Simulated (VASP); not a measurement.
Consider the following.

```yaml
crystal:
  lattice:
    - [0.00000, 2.21622, 2.21622]
    - [2.21622, 0.00000, 2.21622]
    - [2.21622, 2.21622, 0.00000]
  atoms:
    - { symbol: Nb, position: [0.00000, 0.00000, 0.00000] }
    - { symbol: N, position: [0.50000, 0.50000, 0.50000] }
```

Calculation: vdW-DF-cx, VASP's PBE PAW potentials (set 64) (plane waves; VASP). Settings: 520 eV cut-off, 14×14×14 Γ-centred mesh, first-order Methfessel-Paxton smearing of 0.10 eV, potentials Nb_sv N.

**Question.** What does the run give for the energy per atom (σ→0), pressure, band gap (on the k-mesh) with the smallest direct gap where there is one?

**Answer.** 
| Property | Value |
|---|---|
| band gap (on the k-mesh) | none (metal, semimetal or under 0.01 eV) |
| energy per atom (σ→0) | -8.554 eV/atom |
| pressure | -8.98 GPa |

The compound is NbN in the rock salt structure, the cubic δ form, which competes with hexagonal ones. This cell is one point of a volume scan, at 1.03 of the reference volume. VASP warned that the highest band is occupied, so more bands are needed.
